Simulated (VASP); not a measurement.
All values below come from PBE GGA, VASP's PBE PAW potentials (set 64) (plane waves; VASP).

The input files of a VASP run:

INCAR:
```
! general
SYSTEM  = Os
PREC    = Normal
ENCUT   = 400
LREAL   = F
LASPH   = T

! electronic loop
EDIFF   = 1E-5   ! SCF stop (eV)
NELM    = 100   ! most electronic steps
NELMIN  = 4
ALGO    = Fast   ! Davidson, then RMM-DIIS
LMAXMIX = 6   ! l cut-off of mixed one-centre charges

! smearing
ISMEAR  = 1   ! Methfessel-Paxton
SIGMA   = 0.1   ! width (eV)

! functional
GGA     = PE   ! PBE

! ions
IBRION  = 2   ! conjugate gradients
NSW     = 20   ! most ionic steps
ISIF    = 2   ! forces and stress, cell fixed
EDIFFG  = -0.03

! output
LWAVE   = F
LCHARG  = F
```

### KPOINTS
```
Automatic mesh
0
Gamma
17 17 10
0 0 0
```

File POSCAR:
```
Os
1
    2.7554222501     0.0000000000     0.0000000000
   -1.3777111250     2.3862653045     0.0000000000
    0.0000000000     0.0000000000     4.3415976662
Os
2
Direct
  0.6666670000   0.3333330000   0.7500000000
  0.3333330000   0.6666670000   0.2500000000
```

POTCAR, in this order: Os (PBE.64 set). Program: vasp_std.

Output of the run:

**OSZICAR**
```
       N       E                     dE             d eps       ncg     rms          rms(c)
DAV:   1     0.820179578521E+02    0.82018E+02   -0.66118E+03  4756   0.104E+03
DAV:   2    -0.184356430816E+02   -0.10045E+03   -0.90489E+02  5312   0.361E+02
DAV:   3    -0.238116942484E+02   -0.53761E+01   -0.49936E+01  5616   0.691E+01
DAV:   4    -0.239346425873E+02   -0.12295E+00   -0.12231E+00  5184   0.966E+00
DAV:   5    -0.239359798828E+02   -0.13373E-02   -0.13371E-02  5464   0.895E-01    0.224E+01
RMM:   6    -0.228023746345E+02    0.11336E+01   -0.10321E+00  4752   0.942E+00    0.890E+00
RMM:   7    -0.224884381502E+02    0.31394E+00   -0.15042E+00  4776   0.874E+00    0.341E-01
RMM:   8    -0.224935269811E+02   -0.50888E-02   -0.13365E-01  4782   0.494E+00    0.172E+00
RMM:   9    -0.224984167736E+02   -0.48898E-02   -0.52207E-02  4832   0.161E+00    0.374E-01
RMM:  10    -0.224940654733E+02    0.43513E-02   -0.22480E-02  4752   0.208E+00    0.125E-01
RMM:  11    -0.224939542137E+02    0.11126E-03   -0.14988E-03  4771   0.409E-01    0.296E-01
RMM:  12    -0.224939514101E+02    0.28036E-05   -0.41471E-04  4691   0.127E-01    0.161E-01
RMM:  13    -0.224939534110E+02   -0.20009E-05   -0.56454E-05  3773   0.682E-02
   1 F= -.22493953E+02 E0= -.22493808E+02  d E =-.224940E+02
```

OUTCAR:
```
------------------------ aborting loop because EDIFF is reached ----------------------------------------
  FORCE on cell =-STRESS in cart. coord.  units (eV):
  Direction    XX          YY          ZZ          XY          YZ          ZX
  --------------------------------------------------------------------------------------
  Total       -0.0532681     -0.0532680      0.1192949     -0.0000000      0.0000000      0.0000000
  in kB       -2.9896542     -2.9896533      6.6953924     -0.0000000      0.0000000      0.0000000
  external PRESSURE =       0.2386949 kB  Pullay stress =       0.0000000 kB
  volume of cell :       28.55
      direct lattice vectors                 reciprocal lattice vectors
     2.755422250  0.000000000  0.000000000     0.362920783  0.209532443  0.000000000
    -1.377711125  2.386265305  0.000000000     0.000000000  0.419064887  0.000000000
     0.000000000  0.000000000  4.341597666     0.000000000  0.000000000  0.230329956
 POSITION                                       TOTAL-FORCE (eV/Angst)
 -----------------------------------------------------------------------------------
      1.37771      0.79542      3.25620        -0.000000      0.000000      0.000000
     -0.00000      1.59084      1.08540         0.000000     -0.000000      0.000000
 -----------------------------------------------------------------------------------
    total drift:                                0.000018     -0.000010     -0.000010
  FREE ENERGIE OF THE ION-ELECTRON SYSTEM (eV)
  ---------------------------------------------------
  free  energy   TOTEN  =       -22.4939534110 eV

  energy  without entropy=      -22.4935157383  energy(sigma->0) =      -22.49380752

 reached required accuracy - stopping structural energy minimisation
```
(Selected blocks of OUTCAR.)

The compound is Os in the hcp structure. It was relaxed first.
